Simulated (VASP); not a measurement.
Output of a VASP run:

### OSZICAR
```
       N       E                     dE             d eps       ncg     rms          rms(c)
DAV:   1     0.501681082822E+03    0.50168E+03   -0.14215E+04 13488   0.636E+02
DAV:   2     0.606431275612E+02   -0.44104E+03   -0.37595E+03 12680   0.233E+02
DAV:   3    -0.225586520037E+02   -0.83202E+02   -0.80242E+02 13576   0.890E+01
DAV:   4    -0.263474096419E+02   -0.37888E+01   -0.37803E+01 14512   0.201E+01
DAV:   5    -0.264366853270E+02   -0.89276E-01   -0.89257E-01 15800   0.344E+00    0.126E+01
DAV:   6    -0.218956219549E+02    0.45411E+01   -0.14711E+01 18280   0.152E+01    0.610E+00
DAV:   7    -0.215673799174E+02    0.32824E+00   -0.21056E+00 15368   0.515E+00    0.232E+00
DAV:   8    -0.215253486013E+02    0.42031E-01   -0.44424E-01 15232   0.229E+00    0.690E-01
DAV:   9    -0.215153407227E+02    0.10008E-01   -0.28882E-02 16240   0.693E-01    0.305E-01
DAV:  10    -0.215158335621E+02   -0.49284E-03   -0.41023E-03 14904   0.244E-01    0.135E-01
DAV:  11    -0.215156046900E+02    0.22887E-03   -0.60202E-04 14680   0.865E-02    0.151E-02
DAV:  12    -0.215156413139E+02   -0.36624E-04   -0.44012E-05 14208   0.274E-02    0.205E-02
DAV:  13    -0.215156386489E+02    0.26649E-05   -0.14969E-05 16352   0.160E-02    0.665E-03
DAV:  14    -0.215156377733E+02    0.87566E-06   -0.50930E-06 14592   0.768E-03    0.124E-03
DAV:  15    -0.215156377535E+02    0.19762E-07   -0.27261E-07 15792   0.181E-03
   1 F= -.21515638E+02 E0= -.21515638E+02  d E =-.872107E-15
 imaginary and real dielectric function
```

**OUTCAR**
```
------------------------ aborting loop because EDIFF is reached ----------------------------------------
  FORCE on cell =-STRESS in cart. coord.  units (eV):
  Direction    XX          YY          ZZ          XY          YZ          ZX
  --------------------------------------------------------------------------------------
  Total        0.0431637      0.0431637      0.0554984      0.0000000      0.0000000      0.0000000
  in kB        0.7707814      0.7707814      0.9910438      0.0000000      0.0000000      0.0000000
  external PRESSURE =       0.8442022 kB  Pullay stress =       0.0000000 kB
  volume of cell :       89.72
      direct lattice vectors                 reciprocal lattice vectors
     4.056656067  0.000000000  0.000000000     0.246508450  0.000000000  0.000000000
     0.000000000  4.056656067  0.000000000     0.000000000  0.246508450  0.000000000
     0.000000000  0.000000000  5.452076825     0.000000000  0.000000000  0.183416344
 POSITION                                       TOTAL-FORCE (eV/Angst)
 -----------------------------------------------------------------------------------
      2.02833      0.00000      4.26065         0.000000     -0.000000      0.010597
      0.00000      2.02833      1.19143        -0.000000      0.000000     -0.010597
      2.02833      2.02833      0.00000         0.000000      0.000000      0.000000
      0.00000      0.00000      0.00000         0.000000     -0.000000      0.000000
 -----------------------------------------------------------------------------------
    total drift:                                0.000000      0.000000      0.000000
  FREE ENERGIE OF THE ION-ELECTRON SYSTEM (eV)
  ---------------------------------------------------
  free  energy   TOTEN  =       -21.5156377535 eV

  energy  without entropy=      -21.5156377535  energy(sigma->0) =      -21.51563775

 plasma frequency squared (from intraband transitions) (eV^2)
  --------------------------------------------------------------------------------------
       0.000       0.000      -0.000
       0.000       0.000       0.000
      -0.000       0.000       0.000

 plasma frequency squared (from interband transitions, int dw w eps(2)(w)) (eV^2)
  --------------------------------------------------------------------------------------
     453.573       0.000       0.000      -0.000      -0.000       0.000
       0.000       0.000     453.573       0.000      -0.000       0.000
      -0.000      -0.000      -0.000      -0.000     452.353       0.000
```
(Selected blocks of OUTCAR.)

### POSCAR
```
PbO
1
    4.0566560665     0.0000000000     0.0000000000
    0.0000000000     4.0566560665     0.0000000000
    0.0000000000    -0.0000000000     5.4520768251
Pb O
2 2
Direct
  0.5000000000   0.0000000000   0.7814729638
  1.0000000000   0.5000000000   0.2185270362
  0.5000000000   0.5000000000   0.0000000000
  0.0000000000   0.0000000000   0.0000000000
```

### Question
Reconstruct the remaining input files.

### Answer
One answer among several that fit: the input of the run itself, PBE GGA, plane waves, VASP's PBE PAW potentials (set 64).

INCAR:
```
SYSTEM = PbO
PREC = Accurate
ENCUT = 520
EDIFF = 1E-7
NELM = 100
ALGO = Normal
LREAL = .FALSE.
LASPH = .TRUE.
ISMEAR = 0
SIGMA = 0.01
GGA = PE
LMAXMIX = 4
LWAVE = .FALSE.
LCHARG = .FALSE.
LOPTICS = .TRUE.
NBANDS = 72
NEDOS = 1001
CSHIFT = 0.1
```

### KPOINTS
```
Automatic mesh
0
Gamma
10 10 7
0 0 0
```

POTCAR, in this order: Pb_d O (PBE.64 set). Program: vasp_std.

The dielectric response may not be converged in the k-mesh; for small gaps it tends to come out too large. Without a dispersion term in the relaxation, distances and binding between the weakly bound layers, chains or molecules are unreliable, and so is what depends on them.

The compound is PbO in the litharge structure. It was relaxed first, which changed the volume by +13 %.
